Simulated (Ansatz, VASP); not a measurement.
**Cross-check of AlN between VASP and Ansatz**

Aim: how closely do two programs agree when they are given the same cell, functional and k mesh? The cell is taken from a series of runs on this material, whose earlier steps may have relaxed or scaled it; both programs get it as it stands.

Program: Ansatz 0.2.0. Level of theory: plane waves, with VASP 6.6.1 beside it; single point at LDA. Results are calculated unless marked as measured.

### 1. Starting point

It takes space group P6_3mc (No. 186, hexagonal). The conventional cell has a = 3.113 Å, b = 3.113 Å, c = 4.981 Å, α = 90.00°, β = 90.00°, γ = 120.00°. Al has 4 N at 1.89 to 1.90 Å nearest. N has 4 Al at 1.89 to 1.90 Å nearest. Farther neighbours and most contacts between anions are not listed.

### 2. VASP: single point, LDA

A single point gives forces, pressure and levels at one fixed geometry, so differences don't come from the geometry; what else differs is listed under the comparison.

Lines of VASP's logs that name or quote its potential files are left out, and so is its time.

Input file INCAR:

```
SYSTEM = AlN
PREC = Accurate
ENCUT = 520
EDIFF = 1E-06
NELM = 100
ISMEAR = 0
SIGMA = 0.01
LREAL = .FALSE.
ALGO = Normal
GGA = PW92
NBANDS = 14
LORBIT = 11
LWAVE = .FALSE.
LCHARG = .FALSE.
KPAR = 2
ISIF = 2
```

Input file POSCAR:

```
AlN
1.0
    3.1130000000      0.0000000000      0.0000000000
   -1.5565000000      2.6959370820      0.0000000000
    0.0000000000      0.0000000000      4.9810000000
Al N
2 2
Direct
    0.6666666667      0.3333333333      0.4990517037
    0.3333333333      0.6666666667      0.9990517037
    0.6666666667      0.3333333333      0.8809482963
    0.3333333333      0.6666666667      0.3809482963
```

Input file KPOINTS:

```
Automatic mesh
0
Gamma
6 6 6
0 0 0
```

PAW data sets: Al and N (LDA family, release 64).

Run with:

```bash
$ mpirun -np 2 vasp_std
```

Numbers of over 12 decimals in the logs are rounded to 6 here.

The program printed:

```text
[banner, memory and clock lines left out]
running    2 mpi-ranks, on    1 nodes
 distrk:  each k-point on    1 cores,    2 groups
 distr:  one band on    1 cores,    1 groups

 POSCAR found type information on POSCAR AlN
 POSCAR found :  2 types and       4 ions
|                                                                             |
|               ----> ADVICE to this user running VASP <----                  |
|                                                                             |
|     You enforced a specific xc type in the INCAR file but a different       |
|     [... a line on the potential file left out ...]
|     I HOPE YOU KNOW WHAT YOU ARE DOING!                                     |
|                                                                             |

 LDA part: xc-table for (Slater(with rela. corr.)+PW92), standard interpolation
 POSCAR, INCAR and KPOINTS ok, starting setup
 FFT: planning ... GRIDC
 FFT: planning ... GRID_SOFT
 FFT: planning ... GRID
 WAVECAR not read
 entering main loop
       N       E                     dE             d eps       ncg     rms          rms(c)
DAV:   1     0.410243291433E+02    0.41024E+02   -0.74959E+03   784   0.102E+03
DAV:   2    -0.344086056822E+02   -0.75433E+02   -0.69488E+02  1060   0.195E+02
DAV:   3    -0.378986924975E+02   -0.34901E+01   -0.34773E+01  1054   0.436E+01
DAV:   4    -0.379192802438E+02   -0.20588E-01   -0.20586E-01   862   0.402E+00
DAV:   5    -0.379194902038E+02   -0.20996E-03   -0.20992E-03  1054   0.398E-01    0.122E+01
DAV:   6    -0.329579728974E+02    0.49615E+01   -0.14216E+01   856   0.274E+01    0.440E+00
DAV:   7    -0.329084427523E+02    0.49530E-01   -0.58676E-01   910   0.523E+00    0.279E+00
DAV:   8    -0.328522538557E+02    0.56189E-01   -0.75370E-02   886   0.251E+00    0.364E-01
DAV:   9    -0.328484876703E+02    0.37662E-02   -0.91282E-03  1018   0.675E-01    0.218E-01
DAV:  10    -0.328486414309E+02   -0.15376E-03   -0.64076E-04   910   0.176E-01    0.103E-01
DAV:  11    -0.328485951545E+02    0.46276E-04   -0.99350E-05   976   0.784E-02    0.194E-02
DAV:  12    -0.328485948888E+02    0.26577E-06   -0.15866E-06   858   0.105E-02
   1 F= -.32848595E+02 E0= -.32848595E+02  d E =-.509069E-24
```

From OUTCAR (step 2):

```text
ion  position               nearest neighbor table
   1  0.667  0.333  0.499-   4 1.89   4 1.89   4 1.89   3 1.90   2 3.07   2 3.07   2 3.07   2 3.07
                             2 3.07   2 3.07
   2  0.333  0.667  0.999-   3 1.89   3 1.89   3 1.89   4 1.90   1 3.07   1 3.07   1 3.07   1 3.07
                             1 3.07   1 3.07
   3  0.667  0.333  0.881-   2 1.89   2 1.89   2 1.89   1 1.90
   4  0.333  0.667  0.381-   1 1.89   1 1.89   1 1.89   2 1.90

  LATTYP: Found a hexagonal cell.
 ALAT       =     3.1130000000
 C/A-ratio  =     1.6000642467

 Subroutine GETGRP returns: Found 12 space group operations
 (whereof  6 operations were pure point group operations)

The static configuration has the point symmetry C_3v.
 The point group associated with its full space group is C_6v.

 Found     28 irreducible k-points:

   k-points           NKPTS =     28   k-points in BZ     NKDIM =     28   number of bands    NBANDS=     14

   dimension x,y,z NGX =    24 NGY =   24 NGZ =   40
   dimension x,y,z NGXF=    48 NGYF=   48 NGZF=   80

   ENCUT  =  520.0 eV  38.22 Ry    6.18 a.u.   5.79  5.79  9.26*2*pi/ulx,y,z

   NELECT =      16.0000    total number of electrons

 k-points in reciprocal lattice and weights: Automatic mesh
   0.00000000  0.00000000  0.00000000       0.005
   0.16666667  0.00000000  0.00000000       0.028
   0.33333333  0.00000000  0.00000000       0.028
   0.50000000  0.00000000  0.00000000       0.014
   0.16666667  0.16666667  0.00000000       0.028
   0.33333333  0.16666667  0.00000000       0.056
   0.33333333  0.33333333  0.00000000       0.009
   0.00000000  0.00000000  0.16666667       0.009
   0.16666667  0.00000000  0.16666667       0.056
[...]
0.33333333  0.16666667  0.50000000       0.056
   0.33333333  0.33333333  0.50000000       0.009

 average (electrostatic) potential at core
       1 -69.9759       2 -69.9759       3 -59.9154       4 -59.9154

 E-fermi :   5.9566

 k-point     1 :       0.0000    0.0000    0.0000
  band No.  band energies     occupation
    ...
      4       5.0107      2.00000
      5       5.0107      2.00000
      6       5.6673      2.00000
      7       5.6673      2.00000
      8       5.8892      2.00000
      9      10.1095      0.00000
     10      12.4179      0.00000
     11      16.3599      0.00000
     12      16.8212      0.00000
     13      16.8212      0.00000
    ...

 k-point     2 :       0.1667    0.0000    0.0000
  band No.  band energies     occupation
    ...
      4       3.5826      2.00000
      5       4.3869      2.00000
      6       4.6143      2.00000
      7       5.5875      2.00000
      8       5.7141      2.00000
      9      11.3500      0.00000
     10      13.4591      0.00000
     11      14.9298      0.00000
     12      15.4892      0.00000
     13      17.7472      0.00000
    ...

 k-point     3 :       0.3333    0.0000    0.0000
  band No.  band energies     occupation
    ...
      4       1.4220      2.00000
      5       2.5494      2.00000
      6       4.0200      2.00000
      7       5.0049      2.00000
      8       5.3266      2.00000
      9      11.9875      0.00000
     10      12.4602      0.00000
     11      13.7413      0.00000
     12      16.0314      0.00000
     13      17.0813      0.00000
    ...

  Total       -1.1790865     -1.1790865     -1.0662902      0.0000000     -0.0000000     -0.0000000
  in kB      -45.1908845    -45.1908845    -40.8677357      0.0000000     -0.0000000     -0.0000000
  external PRESSURE =     -43.7498349 kB  Pullay stress =       0.0000000 kB

  energy-cutoff  :      520.00
  volume of cell :       41.80
      direct lattice vectors                 reciprocal lattice vectors
     3.113000000  0.000000000  0.000000000     0.321233537  0.185464269  0.000000000
    -1.556500000  2.695937082  0.000000000     0.000000000  0.370928538  0.000000000
     0.000000000  0.000000000  4.981000000     0.000000000  0.000000000  0.200762899

 POSITION                                       TOTAL-FORCE (eV/Angst)
 -----------------------------------------------------------------------------------
      1.55650      0.89865      2.48578         0.000000      0.000000      0.000619
     -0.00000      1.79729      4.97628        -0.000000     -0.000000      0.000619
      1.55650      0.89865      4.38800        -0.000000      0.000000     -0.000619
     -0.00000      1.79729      1.89750         0.000000      0.000000     -0.000619
 -----------------------------------------------------------------------------------
    total drift:                               -0.000000      0.000000      0.000522

  FREE ENERGIE OF THE ION-ELECTRON SYSTEM (eV)
  ---------------------------------------------------
  free  energy   TOTEN  =       -32.8485948888 eV

  energy  without entropy=      -32.8485948888  energy(sigma->0) =      -32.84859489

 total charge
# of ion       s       p       d       tot
------------------------------------------
    1        0.375   0.450   0.000   0.825
    2        0.375   0.450   0.000   0.825
    3        1.210   2.610   0.000   3.820
    4        1.210   2.610   0.000   3.820
--------------------------------------------------
tot          3.169   6.121   0.000   9.290

[... 3 further parts left out ...]
```

The run ends at a pressure of -4.37 GPa, with forces up to 6.2e-4 eV/Å.

### 3. Ansatz: single point, LDA

Ansatz runs on its default PAW (the set named soft_2) files.

The same cell, functional (in two slightly different forms), mesh and smearing now go to Ansatz, which takes its cutoff from its data sets.

Input file input.yaml:

```yaml
crystal:
  lattice:
    - [3.113, 0.0, 0.0]
    - [-1.5565, 2.695937082, 0.0]
    - [0.0, 0.0, 4.981]
  atoms:
    - { symbol: Al, position: [0.6666666667, 0.3333333333, 0.4990517037] }
    - { symbol: Al, position: [0.3333333333, 0.6666666667, 0.9990517037] }
    - { symbol: "N", position: [0.6666666667, 0.3333333333, 0.8809482963] }
    - { symbol: "N", position: [0.3333333333, 0.6666666667, 0.3809482963] }
hamiltonian:
  xc: lda
  pseudopotentials: { kind: paw }
kpoints:
  mp_grid: { grid: [6, 6, 6] }
  band_path:
    path:
      - [0.0, 0.0, 0.0]
      - [0.13636, 0.0, 0.0]
      - [0.31818, 0.0, 0.0]
      - [0.5, 0.0, 0.0]
      - [0.4697, 0.06061, 0.0]
      - [0.40909, 0.18182, 0.0]
      - [0.34848, 0.30303, 0.0]
      - [0.30303, 0.30303, 0.0]
      - [0.18182, 0.18182, 0.0]
      - [0.06061, 0.06061, 0.0]
      - [0.0, 0.0, 0.0]
      - [0.0, 0.0, 0.18182]
      - [0.0, 0.0, 0.36364]
      - [0.0, 0.0, 0.5]
      - [0.13636, 0.0, 0.5]
      - [0.31818, 0.0, 0.5]
      - [0.5, 0.0, 0.5]
      - [0.4697, 0.06061, 0.5]
      - [0.40909, 0.18182, 0.5]
      - [0.34848, 0.30303, 0.5]
      - [0.30303, 0.30303, 0.5]
      - [0.18182, 0.18182, 0.5]
      - [0.06061, 0.06061, 0.5]
      - [0.5, 0.0, 0.5]
      - [0.5, 0.0, 0.31818]
      - [0.5, 0.0, 0.13636]
      - [0.5, 0.0, 0.0]
      - [0.33333, 0.33333, 0.13636]
      - [0.33333, 0.33333, 0.31818]
      - [0.33333, 0.33333, 0.5]
    npoints: 1
scf:
  occupations: { method: gaussian, width: 0.01 }
  n_extra_bands: 8
output:
  forces: true
  stress: true
  eigenvalues: true
```

Run with:

```bash
$ ansatz run input.yaml --threads 2 --pin off --max-ram 4608MiB --backend cpu --events-out ev --progress --plain --runs-dir out
```

The program printed:

```text
scf.n_extra_bands = 8 over 8 filled bands (N_el = 16.0): the run solves 16 bands
Engine: ansatz 0.2.0, x86_64-unknown-linux-gnu
Pseudopotentials: kind: paw
Pseudopotential: Al, paw, valence charge 3, recommended cutoff 420 eV (normal), Al.paw.azcp
Pseudopotential: N, paw, valence charge 5, recommended cutoff 420 eV (normal), N.paw.azcp
Functional definition: SPW92
  exchange = slater_x
  correlation = pw_c
Crystal: 4 atoms, lattice volume = 41.803 Å³
Basis set: ecut = 420 eV, 809 PW (Γ)
Bands: 16, of which v1, the nominal top of the filled ones, is band 8 counted from 1 (7 counted from 0)
Symmetry: 12 space group operations
Space group: P63mc (ITA 186), of the structure as read, at distance tolerance 3.5e-5 Å
k-points: 28 of 216 (time reversal used)
Non-local potential: Al, projectors of the file, l = 0: 2, l = 1: 2, l = 2: 1
Non-local potential: N, projectors of the file, l = 0: 2, l = 1: 2, l = 2: 1
PAW form: soft (Blöchl's): semilocal exchange-correlation on the pseudo side does not see the compensation charge
PAW frozen core: Al, regenerated for the run's functional, and the local potential with it (the file was generated under x = pbe(κ = 0.804, μ = 0.219515), c = pbe(β = 0.066725))
PAW frozen core: N, regenerated for the run's functional, and the local potential with it (the file was generated under x = pbe(κ = 0.804, μ = 0.219515), c = pbe(β = 0.066725))
PAW one-centre angular grid: Al, 110 points (default); XC on 64 Gauss nodes
PAW one-centre angular grid: N, 110 points (default); XC on 64 Gauss nodes
Initial density: superposition of atomic densities (neutral atoms: chi_scale 0, normalization atom), corrected by the library's trained network
Initial wavefunctions: pseudopotential atomic-orbital guess
Functional: x = slater, c = lda
SCF iter   1: F=—  HF=-1779.711087 eV  |F-HF|=—  |Δ(HF+E_count)|=         —  Δρ=9.25e-3  dr2=4.12e-2  ethr=1.77e-3  ⟨swp⟩=6.2  Hψ=2725  notcnv=0
preconditioner: auto → none  [insulator: Δε(μ)=4.133 eV  Ē_g=15.112 eV  σ=0.010 eV  W_gap=1.00  n_scr=2 (ndim 8)  ℏωp=23.0 eV  f_vac=0.000  D(μ)=0.00/eV (n_scr^D=0)  ε∞_Penn≈3.3]
SCF iter   2: F=—  HF=-1779.699703 eV  |F-HF|=—  |Δ(HF+E_count)|=   1.14e-2  Δρ=3.15e-3  dr2=4.27e-3  ethr=2.58e-4  ⟨swp⟩=2.0  Hψ=779  notcnv=0  defer=62
SCF iter   3: F=—  HF=-1779.698361 eV  |F-HF|=—  |Δ(HF+E_count)|=   1.34e-3  Δρ=5.17e-4  dr2=4.40e-5  ethr=2.67e-5  ⟨swp⟩=2.4  Hψ=667  notcnv=0  defer=79
SCF iter   4: F=—  HF=-1779.698346 eV  |F-HF|=—  |Δ(HF+E_count)|=   1.46e-5  Δρ=3.51e-5  dr2=3.22e-7  ethr=2.75e-7  ⟨swp⟩=2.4  Hψ=603  notcnv=0  defer=79
iter 5 did not close the SCF: its close was put off for the readings that it lacked (scf_convergence_deferred on its scf_iter line)
SCF iter   5: F=-1779.698346 eV  HF=-1779.698346 eV  |F-HF|=2.99e-10  |Δ(HF+E_count)|=   9.38e-8  Δρ=3.54e-6  dr2=1.87e-9  ethr=2.01e-9  ⟨swp⟩=2.3  Hψ=554  notcnv=0  defer=79
SCF iter   6: F=-1779.698346 eV  HF=-1779.698346 eV  |F-HF|=3.87e-12  |Δ(HF+E_count)|=  1.08e-10  Δρ=2.38e-7  dr2=1.46e-11  ethr=1.17e-11  ⟨swp⟩=4.9  Hψ=2031  notcnv=0
SCF 1 converged in 6 iterations: F = -1779.698346 eV  dr2 = 1.46e-11
  greatest PAW one-centre occupation: 0.780 electrons in one spin orbital (limit 2), on the N atom at site 3 (counted from 0), in its partial waves of l = 0
NSCF: frozen V_eff on 30 k-points
SCF converged after 6 iterations
Free energy (F): -1779.698346 eV
Harris-Foulkes:  -1779.698346 eV  (|F-HF|=3.87e-12)
Internal energy: -1779.698346 eV  (E = F + TS)
E sigma→0 (E₀):  -1779.698346 eV
Fermi energy:    8.958512 eV
--- Per-component energies (eV) ---
  E_band       = 26.261602
  E_kinetic    = 317.472651
  E_local      = -449.497343  (includes V_loc(G=0)·N_el)
  E_nonlocal   = 114.794048
  E_hartree    = 153.846116
  E_xc         = -201.051698
  E_vxc        = -215.005219  (∫ρ·V_xc dr)
  E_paw        = -1123.864807  (= ΣΔE_a)
  E_vpaw       = -49.194934  (= ΣTr[D̂ρ^β])
  E_aug_tail   = 0.000181  (compensation charges beyond the density's cutoff)
  E_ewald      = -591.669015
  E_core_change = 0.271521  (= ΣΔE_core)
  E_smearing   = -0.000000  (= −TS)
  E_closure    = 0.000000  (closes the sum)
  Σ components = -1779.698346   (vs F -1779.698346, Δ=0.00e0)
--- Forces (eV/Å), atoms counted from 1 ---
  atom   1  Al     0.00000000     0.00000000     0.00072334
  atom   2  Al     0.00000000    -0.00000000     0.00072334
  atom   3  N     -0.00000000    -0.00000000    -0.00072803
  atom   4  N     -0.00000000     0.00000000    -0.00072803
  max |Σ_I F_I| component: 9.38e-6 eV/Å
--- Stress (GPa, compression-positive) ---
       -4.851032       0.000000      -0.000000
        0.000000      -4.851032       0.000000
       -0.000000       0.000000      -4.405360
  P = ⅓ Tr σ = -4.7025 GPa (-47.025 kbar)
--- Band table (eV; the first three rows and the last of 28) ---
  k-point 0: bands = [... 4 lower, 5.9771, 6.6317, 6.6317, 6.8535, 11.0635, 13.3843, 17.3221, 17.7948, ... 4 higher]
  k-point 1: bands = [... 4 lower, 6.0189, 6.2555, 6.5851, 6.5851, 11.5464, 13.4574, 17.1448, 17.7652, ... 4 higher]
  k-point 2: bands = [... 4 lower, 6.1334, 6.1334, 6.4604, 6.4604, 12.4770, 13.5413, 16.8522, 17.8060, ... 4 higher]
  k-point 27: bands = [... 4 lower, 2.9552, 2.9552, 6.0520, 6.0520, 14.1388, 14.1388, 14.5512, 14.5512, ... 4 higher]
```

### 4. Side by side

Known differences besides the PAW data sets themselves: the cutoff is 420 eV in Ansatz and 520 eV in VASP; Ansatz makes its cores anew for this functional, VASP keeps those of its LDA data sets. Total energies have different zeros and are not compared.

Both answers:

```tsv
quantity	Ansatz	VASP	difference
pressure (GPa)	-4.70	-4.37	-0.33
gap on the k mesh (eV)	4.210	4.220	-0.010
```

Ansatz's pressure holds a Pulay correction of 0.65 GPa; VASP's holds none.

### 5. Looking for the cause

How far does this hang on the set-up? Further runs change one program's set-up at a time, as the table lists.

```tsv
run	difference in gap on the k mesh (eV)
as above	-0.010
VASP with the data sets Al and N_h, a cutoff of 1210 eV and GGA = CA, the Perdew-Zunger form of LDA	-0.0088
```

### 6. Summary of results

- difference in gap on the k mesh (single point, LDA): -0.010 eV

In words: The difference in gap on the k mesh is -0.010 eV (single point, LDA), within the 0.08 eV picked in this series as the mark of a large difference. For single point, LDA: no further run halves the difference in gap on the k mesh. How closely two codes agree says nothing of how well the functional describes the real material.

[Lines on the potential files, build, host, timing and source positions are cut from VASP's logs without a mark.]

[Logs are printed without paths, hosts, clocks, repeated set-up lines and the standing remarks that a program may print on its own settings, such as how far it seeks lower states.]

[Hosts, paths, dates, database ids (printed as entryN), source tags and the programs' standing remarks are cut or masked in the printed files.]
